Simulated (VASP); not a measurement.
The input files of a VASP run:

### INCAR
```
LCHARG = .FALSE.
SIGMA = 0.1   # width (eV)
LWAVE = .FALSE.
EDIFF = 1E-6   # SCF stop (eV)
LREAL = .FALSE.
SYSTEM = V
LASPH = .TRUE.
IBRION = 2   # conjugate gradients
LMAXMIX = 4   # l cut-off of mixed one-centre charges
PREC = Accurate
EDIFFG = -0.01   # ionic stop
NELM = 100
ISMEAR = 1   # Methfessel-Paxton
GGA = PE   # PBE
ENCUT = 400
ISIF = 3   # ions, shape and volume
NSW = 60   # most ionic steps
ALGO = Normal   # blocked Davidson
```

POSCAR:
```
V
1
   -1.5150000000     1.5150000000     1.5150000000
    1.5150000000    -1.5150000000     1.5150000000
    1.5150000000     1.5150000000    -1.5150000000
V
1
Direct
  0.0000000000   0.0000000000   0.0000000000
```

**KPOINTS**
```
Automatic mesh
0
Gamma
15 15 15
0 0 0
```

POTCAR, in this order: V_sv (PBE.64 set). Program: vasp_std.

**Question.** Write an equivalent input for Ansatz.

**Answer.** One equivalent input (not run):
Ansatz 0.2 input:
```yaml
crystal:
  lattice:
    - [-1.5150000, 1.5150000, 1.5150000]
    - [1.5150000, -1.5150000, 1.5150000]
    - [1.5150000, 1.5150000, -1.5150000]
  atoms:
    - { symbol: V, position: [0.0000000, 0.0000000, 0.0000000] }
kpoints:
  mp_grid: { grid: [15, 15, 15] }
hamiltonian:
  xc: pbe
  pseudopotentials: { kind: paw }
scf:
  occupations: { method: methfessel_paxton, width: 0.1 }
  max_iter: 100
relax:
  max_steps: 60
  f_tol: 0.01
  cell: {}
output: { forces: true, stress: true, eigenvalues: true }
```
What does not carry over: each code has its own PAW files, so the cut-off isn't converted (ENCUT is set for VASP's; basis.ecutwfc is left out, and Ansatz then takes the one that its files recommend); Ansatz stops its SCF on the density residual and VASP on the energy change (EDIFF).

The compound is V in the bcc structure. This run relaxes it. Symmetry was kept, so distortions that lower it aren't found.
